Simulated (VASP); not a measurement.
Consider the following.

```
CuZn
1.0
    2.88153     0.00000     0.00000
    0.00000     2.88153     0.00000
    0.00000     0.00000     2.88153
Zn Cu
1 1
Direct
  0.50000   0.50000   0.50000
  0.00000   0.00000   0.00000
```

These are PBEsol GGA, VASP's PBE PAW potentials (set 64) (plane waves; VASP 6.6.1) values and carry that method's errors. Numerical set-up: 500 eV cut-off, 13×13×13 Γ-centred mesh, first-order Methfessel-Paxton smearing of 0.10 eV, potentials Zn Cu.

Energy and stress use the plane-wave basis of the starting cell.

Question: The ions, cell shape and volume at an external pressure of 10.0 GPa are relaxed. Predict the relaxed structure.

Answer: 
```
CuZn
1.0
    2.85241     0.00000     0.00000
    0.00000     2.85241     0.00000
    0.00000     0.00000     2.85241
Zn Cu
1 1
Direct
  0.50000   0.50000   0.50000
  0.00000   0.00000   0.00000
```
Space group Pm-3m (221), at a tolerance of 0.03 Å.

Question: How do energy and volume change from the first to the last step?

Answer: The energy (σ→0) changes by +16.3 meV/atom and the volume by -3.0 %, in 3 ionic steps.

The compound is CuZn in the CsCl type structure. This run relaxes it under an external pressure of 10 GPa. Symmetry was kept, so distortions that lower it aren't found. The electron count is odd and the run is not spin-polarised, which forces a metal.
